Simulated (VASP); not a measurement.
Output of a VASP run:

### OSZICAR
```
       N       E                     dE             d eps       ncg     rms          rms(c)
DAV:   1     0.430325267630E+03    0.43033E+03   -0.24553E+04  1680   0.184E+03
DAV:   2    -0.581525230265E+02   -0.48848E+03   -0.48523E+03  2216   0.503E+02
DAV:   3    -0.840412391070E+02   -0.25889E+02   -0.25750E+02  1768   0.128E+02
DAV:   4    -0.849716917182E+02   -0.93045E+00   -0.92729E+00  3096   0.201E+01
DAV:   5    -0.849820541931E+02   -0.10362E-01   -0.96601E-02  1960   0.146E+00    0.425E+01
DAV:   6    -0.624036999726E+02    0.22578E+02   -0.79991E+01  2304   0.786E+01    0.158E+01
DAV:   7    -0.613127004539E+02    0.10910E+01   -0.15994E+01  1840   0.383E+01    0.136E+01
DAV:   8    -0.616384172970E+02   -0.32572E+00   -0.44809E+00  1864   0.178E+01    0.363E+00
DAV:   9    -0.607546397267E+02    0.88378E+00   -0.14495E+00  1840   0.113E+01    0.150E+00
DAV:  10    -0.613106349101E+02   -0.55600E+00   -0.43022E-01  1728   0.558E+00    0.802E-01
DAV:  11    -0.613766035840E+02   -0.65969E-01   -0.31169E-02  2048   0.144E+00    0.368E-01
DAV:  12    -0.613684824648E+02    0.81211E-02   -0.65640E-03  2040   0.616E-01    0.257E-01
DAV:  13    -0.613908501922E+02   -0.22368E-01   -0.84828E-03  1680   0.973E-01    0.654E-02
DAV:  14    -0.613909396641E+02   -0.89472E-04   -0.21710E-04  2384   0.145E-01    0.365E-02
DAV:  15    -0.613910234390E+02   -0.83775E-04   -0.65218E-05  2096   0.757E-02    0.351E-02
DAV:  16    -0.613910611927E+02   -0.37754E-04   -0.40315E-05  1704   0.682E-02    0.143E-02
DAV:  17    -0.613910701421E+02   -0.89494E-05   -0.68563E-06  1864   0.274E-02    0.432E-03
DAV:  18    -0.613910698207E+02    0.32146E-06   -0.11336E-06  1736   0.117E-02    0.300E-03
DAV:  19    -0.613910709064E+02   -0.10857E-05   -0.91924E-07  1752   0.108E-02    0.773E-04
DAV:  20    -0.613910709011E+02    0.52723E-08   -0.75386E-08   872   0.335E-03
   1 F= -.61391071E+02 E0= -.61390426E+02  d E =-.193421E-02
```

File OUTCAR:
```
------------------------ aborting loop because EDIFF is reached ----------------------------------------
  FORCE on cell =-STRESS in cart. coord.  units (eV):
  Direction    XX          YY          ZZ          XY          YZ          ZX
  --------------------------------------------------------------------------------------
  Total        0.0344399      0.0344399      0.0344399     -0.0000000     -0.0000000      0.0000000
  in kB        0.9869511      0.9869511      0.9869511     -0.0000000     -0.0000000      0.0000000
  external PRESSURE =       0.9869511 kB  Pullay stress =       0.0000000 kB
  volume of cell :       55.91
      direct lattice vectors                 reciprocal lattice vectors
     3.823775299  0.000000000  0.000000000     0.261521643  0.000000000  0.000000000
     0.000000000  3.823775299  0.000000000     0.000000000  0.261521643  0.000000000
     0.000000000  0.000000000  3.823775299     0.000000000  0.000000000  0.261521643
 POSITION                                       TOTAL-FORCE (eV/Angst)
 -----------------------------------------------------------------------------------
      0.00000      0.00000      0.00000         0.000000      0.000000      0.000000
      1.91189      1.91189      1.91189         0.000000      0.000000      0.000000
      1.91189      0.00000      1.91189         0.000000      0.000000      0.000000
      0.00000      1.91189      1.91189         0.000000      0.000000      0.000000
      1.91189      1.91189      0.00000         0.000000      0.000000      0.000000
 -----------------------------------------------------------------------------------
    total drift:                                0.000000      0.000000      0.000000
  FREE ENERGIE OF THE ION-ELECTRON SYSTEM (eV)
  ---------------------------------------------------
  free  energy   TOTEN  =       -61.3910709011 eV

  energy  without entropy=      -61.3891366899  energy(sigma->0) =      -61.39042616
```
(Selected blocks of OUTCAR.)

### POSCAR
```
SrVO3
1
    3.8237752987     0.0000000000     0.0000000000
    0.0000000000     3.8237752987     0.0000000000
    0.0000000000     0.0000000000     3.8237752987
Sr V O
1 1 3
Direct
  0.0000000000   0.0000000000   0.0000000000
  0.5000000000   0.5000000000   0.5000000000
  0.5000000000   0.0000000000   0.5000000000
  0.0000000000   0.5000000000   0.5000000000
  0.5000000000   0.5000000000   0.0000000000
```

Write an INCAR and KPOINTS that could have produced this output.

One answer among several that fit: the input of the run itself, r2SCAN+rVV10, plane waves, VASP's PBE PAW potentials (set 64).

### INCAR
```
# general
SYSTEM  =SrVO3
PREC    =Accurate
ENCUT   =520
LREAL   =.FALSE.
LASPH   =.TRUE.

# electronic loop
EDIFF   =1E-7
NELM    =100
ALGO    =Normal
LMAXMIX =4   # l cut-off of mixed one-centre charges
LMIXTAU =.TRUE.

# smearing
ISMEAR  =1
SIGMA   =0.1

# functional
METAGGA =R2SCAN
LUSE_VDW=.TRUE.
BPARAM  =11.95
CPARAM  =0.0093

# ions
ISIF    =2

# output
LWAVE   =.FALSE.
LCHARG  =.FALSE.
```

KPOINTS:
```
Automatic mesh
0
Gamma
8 8 8
0 0 0
```

POTCAR, in this order: Sr_sv V_sv O (PBE.64 set). Program: vasp_std.

The compound is SrVO3 in the cubic perovskite structure. It was relaxed first. The run is not spin-polarised, so no magnetic state was tried. The electron count is odd and the run is not spin-polarised, which forces a metal.
